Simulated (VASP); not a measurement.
Data:

```yaml
crystal:
  lattice:
    - [3.95869, 0.00000, 0.00000]
    - [-1.97935, 3.42833, 0.00000]
    - [0.00000, 0.00000, 6.52059]
  atoms:
    - { symbol: Be, position: [0.66667, 0.33333, 0.50047] }
    - { symbol: Be, position: [0.33333, 0.66667, 0.00047] }
    - { symbol: Te, position: [0.66667, 0.33333, 0.87453] }
    - { symbol: Te, position: [0.33333, 0.66667, 0.37453] }
```

All values below come from PBEsol GGA, VASP's PBE PAW potentials (set 64) (plane waves; VASP). Numerical set-up: 400 eV cut-off, 8×8×5 Γ-centred mesh, Gaussian smearing of 0.010 eV, potentials Be Te.

Estimate the energy per atom (σ→0).

| Quantity | Result |
|---|---|
| energy per atom (σ→0) | -4.104 eV/atom |

Only differences to runs with the same potentials and settings are physical.

The structure comes from a computed database's BeTe entry (P6_3mc); how it stands against other phases isn't given here. It was relaxed first.
